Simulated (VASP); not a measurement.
Set up this calculation in VASP 6.6.1, as the native input.

| Quantity | Value |
| --- | --- |
| Task | relaxation of cell and atoms |
| Functional | PBE |
| Dispersion | D3(BJ) |
| Potentials or basis | VASP PAW PBE potentials, release 64 (Ta_pv, Si) |
| Cutoff | 600 eV |
| k mesh | 9 × 9 × 6 |
| Occupations | methfessel-paxton, width 0.1 eV |
| Spin | no spin polarisation |
| Further INCAR settings | ALGO = Normal; EDIFF = 1e-06; IBRION = 2; EDIFFG = -0.01; NSW = 90; ISIF = 3 |

The structure of TaSi2 lies in POSCAR:

```
TaSi2
1.0
    4.7800000000      0.0000000000      0.0000000000
   -2.3900000000      4.1396014301      0.0000000000
    0.0000000000      0.0000000000      6.5640000000
Ta Si
3 6
Direct
    0.5000000000      0.0000000000      0.5000000000
    0.5000000000      0.5000000000      0.8333333333
    0.0000000000      0.5000000000      0.1666666667
    0.1666500000      0.3333000000      0.5000000000
    0.8333500000      0.1666500000      0.8333333333
    0.6667000000      0.8333500000      0.1666666667
    0.8333500000      0.6667000000      0.5000000000
    0.1666500000      0.8333500000      0.8333333333
    0.3333000000      0.1666500000      0.1666666667
```

These files were run (other wordings do the same):

INCAR

```
PREC = Accurate
ENCUT = 600
EDIFF = 1E-6
ISMEAR = 1
SIGMA = 0.1
LREAL = F
LASPH = T
NELM = 80
ALGO = Normal
ISIF = 3
LWAVE = F
LCHARG = F
GGA = PE
IVDW = 12
IBRION = 2
NSW = 90
EDIFFG = -0.01
KPAR = 4
```

KPOINTS

```
regular mesh
0
Gamma
  9 9 6
```

Potentials or basis: VASP PAW PBE potentials, release 64 (Ta_pv, Si).

Launch:

```console
$ cat potpaw_PBE.64/Ta_pv/POTCAR potpaw_PBE.64/Si/POTCAR > POTCAR
$ mpirun -np 4 vasp_std > vasp.out
```

Results of the run:

* Relaxed volume: 14.20 Å³/atom
* Relaxed cell: a = 4.748 Å, b = 4.748 Å, c = 6.543 Å, α = 90.00°, β = 90.00°, γ = 120.00°
* Space group after relaxing (to 0.05 Å): P6_222 (No. 180)
* Energy gained by relaxing: 20.5 meV/atom
* Ionic steps: 7
* Pressure after relaxing: -0.1 GPa
* Largest force after relaxing: 0.006 eV/Å
* Band gap on the k mesh: none (metal or under the smearing width)
* Dispersion energy per atom: -0.562 eV

Caveat: pairwise dispersion overbinds metals, which lowers pressure and volume.

It took 3.5 min on 4 MPI ranks on Intel(R) Xeon(R) 6975P-C (Granite Rapids), with other jobs on the host, peak memory 0.44 GiB a rank.
